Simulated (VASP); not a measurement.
Here is the system:

```
CELL_PARAMETERS angstrom
      4.08031     0.00000     0.00000
      0.00000     4.08031     0.00000
      0.00000     0.00000     4.08031
ATOMIC_POSITIONS crystal
  K  0.00000 0.00000 0.00000
  Zn 0.50000 0.50000 0.50000
  F  0.50000 0.00000 0.50000
  F  0.00000 0.50000 0.50000
  F  0.50000 0.50000 0.00000
```

Level of theory: AM05 GGA, VASP's PBE PAW potentials (set 64) (plane waves; VASP). Run with 520 eV cut-off, 6×6×6 Γ-centred mesh, tetrahedra with Blöchl corrections, potentials K_sv Zn F.

Task: Estimate the energy per atom (σ→0), band gap (on the k-mesh) with the smallest direct gap where there is one.

Result: 
```json
{
  "band gap (on the k-mesh)": "3.72 eV",
  "smallest direct gap (on the k-mesh)": "5.43 eV",
  "energy per atom (σ→0)": "-4.101 eV/atom"
}
```

Total energies compare only between runs with the same potentials, cut-off and functional.

The compound is KZnF3 in the cubic perovskite structure. It was relaxed first.
